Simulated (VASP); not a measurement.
Calculation: LDA (Ceperley-Alder, Perdew-Zunger), VASP's LDA PAW potentials (set 64) (plane waves; VASP).

VASP input:

KPOINTS:
```
Automatic
0
G
 8 8 8
```

INCAR:
```
! general
SYSTEM   = InP
PREC     = Accurate
ENCUT    = 400
LREAL    = .False.
LASPH    = .True.   ! aspherical one-centre terms

! electronic loop
EDIFF    = 1E-8   ! SCF stop (eV)
NELM     = 100   ! most electronic steps
ALGO     = Normal   ! blocked Davidson
LMAXMIX  = 4   ! l cut-off of mixed one-centre charges

! smearing
ISMEAR   = 0   ! Gaussian
SIGMA    = 0.01

! output
LWAVE    = .False.
LCHARG   = .False.

! other
LEPSILON = .True.
```

### POSCAR
```
InP
4.1208420
  0.0000000000   0.7071068159   0.7071068159
  0.7071068159   0.0000000000   0.7071068159
  0.7071068159   0.7071068159   0.0000000000
In P
1 1
Cart
  0.0000000000   0.0000000000   0.0000000000
  0.3535534080   0.3535534080   0.3535534080
```

POTCAR, in this order: In_d P (LDA.64 set). Program: vasp_std.

Output of the run:

**OUTCAR**
```


 HEAD OF MICROSCOPIC STATIC DIELECTRIC TENSOR (INDEPENDENT PARTICLE, excluding Hartree and local field effects)
 ------------------------------------------------------
          18.371055    -0.000000     0.000000
          -0.000000    18.371055     0.000000
          -0.000000     0.000000    18.371055
 ------------------------------------------------------

 MACROSCOPIC STATIC DIELECTRIC TENSOR (including local field effects in DFT)
 ------------------------------------------------------
          17.728507    -0.000000     0.000000
           0.000000    17.728507     0.000000
          -0.000000     0.000000    17.728507
 ------------------------------------------------------

 PIEZOELECTRIC TENSOR (including local field effects)  for field in x, y, z        (e  Angst)
          XX          YY          ZZ          XY          YZ          ZX
  --------------------------------------------------------------------------------
  x     0.00000     0.00000     0.00000     0.00000    -2.68591    -0.00000
  y    -0.00000    -0.00000    -0.00000    -0.00000     0.00000    -2.68591
  z    -0.00000     0.00000     0.00000    -2.68591    -0.00000     0.00000

 PIEZOELECTRIC TENSOR (including local field effects)  for field in x, y, z        (C/m^2)
          XX          YY          ZZ          XY          YZ          ZX
  --------------------------------------------------------------------------------
  x     0.00000     0.00000     0.00000     0.00000    -0.86968    -0.00000
  y    -0.00000    -0.00000    -0.00000    -0.00000     0.00000    -0.86968
  z    -0.00000     0.00000     0.00000    -0.86968    -0.00000     0.00000

 BORN EFFECTIVE CHARGES (including local field effects) (in |e|, cummulative output)
 ---------------------------------------------------------------------------------
 ion    1
    1     2.59046     0.00000     0.00000
    2     0.00000     2.59046    -0.00000
    3     0.00000     0.00000     2.59046
 ion    2
    1    -2.59046     0.00000     0.00000
    2    -0.00000    -2.59046     0.00000
    3    -0.00000    -0.00000    -2.59046
```
(Selected blocks of OUTCAR.)

The dielectric response may not be converged in the k-mesh; for small gaps it tends to come out too large.

The compound is InP in the zinc blende structure. It was relaxed first.
